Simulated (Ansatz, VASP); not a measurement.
This is a calculation of Hf3Be for VASP 6.6.1. Atoms were shifted at random by some hundredths of an Å from the given cell, which wasn't relaxed again for these runs. The cell comes from a database or a generator and needn't be the stable form of this composition.

Contents of INCAR:

```
SYSTEM = Hf3Be
PREC = Accurate ; ENCUT = 520
EDIFF = 1E-7 ; ISMEAR = -1
SIGMA = 0.05 ; LREAL = .False.
LASPH = .True. ; NELM = 80
ALGO = Normal ; ISIF = 2
LWAVE = .False. ; LCHARG = .True.
GGA = PE ; LELF = .True.
LVHAR = .True. ; NBANDS = 24
```

The input KPOINTS:

```
regular mesh
0
Gamma
  9 9 9
  0 0 0
```

The input POSCAR:

```
Hf3Be
1.0
   -2.0920000000      2.0920000000      4.3530460000
    2.0920000000     -2.0920000000      4.3530460000
    2.0920000000      2.0920000000     -4.3530460000
Hf Be
3 1
Direct
    0.4907120000      0.4988100000     -0.0066420000
    0.2588150000      0.7514500000      0.5169170000
    0.7550330000      0.2549710000      0.4987760000
    0.0042110000     -0.0085460000     -0.0048460000
```

Potentials or basis: VASP PAW PBE potentials, release 64 (Hf_pv, Be).

The run is started by

```sh
$ cat potpaw_PBE.64/Hf_pv/POTCAR potpaw_PBE.64/Be/POTCAR > POTCAR
$ mpirun -np 1 vasp_std > vasp.out
```

**Question.** Translate it to Ansatz 0.2.0. Potentials or basis there: Ansatz PAW, cutoff 420 eV.

**Answer.** As run (cutoffs and basis follow the program's own potentials, and thresholds, step limits or extra output files can differ):

File input.yaml:

```yaml
crystal:
  lattice:
    - [-2.092, 2.092, 4.353046]
    - [2.092, -2.092, 4.353046]
    - [2.092, 2.092, -4.353046]
  atoms:
    - { symbol: Hf, position: [0.490712, 0.49881, -0.006642] }
    - { symbol: Hf, position: [0.258815, 0.75145, 0.516917] }
    - { symbol: Hf, position: [0.755033, 0.254971, 0.498776] }
    - { symbol: Be, position: [0.004211, -0.008546, -0.004846] }
hamiltonian:
  xc: pbe
  pseudopotentials: { kind: paw }
kpoints:
  mp_grid: { grid: [9, 9, 9] }
scf:
  occupations: { method: fermi_dirac, width: 0.05 }
output:
  forces: true
  stress: true
  eigenvalues: true
```

Potentials or basis: Ansatz PAW.

Command:

```console
$ ansatz run input.yaml --threads 2 --pin off --max-ram 5120MiB --backend cpu --events-out ev --progress --plain --runs-dir out
```

Both were run:

|  | VASP | Ansatz |
| --- | --- | --- |
| Pressure | -0.1 GPa | 0.2 GPa |
| Largest force | 0.753 eV/Å | 0.759 eV/Å |

Ansatz's pressure holds a Pulay term of +0.04 GPa for its cutoff of 420 eV, which the other run lacks.

The potentials hold 32 and 80 valence electrons a cell.

Where Ansatz's input types no cutoff or centring, it takes its own default and a Γ-centred mesh.

Pressure is positive in compression.
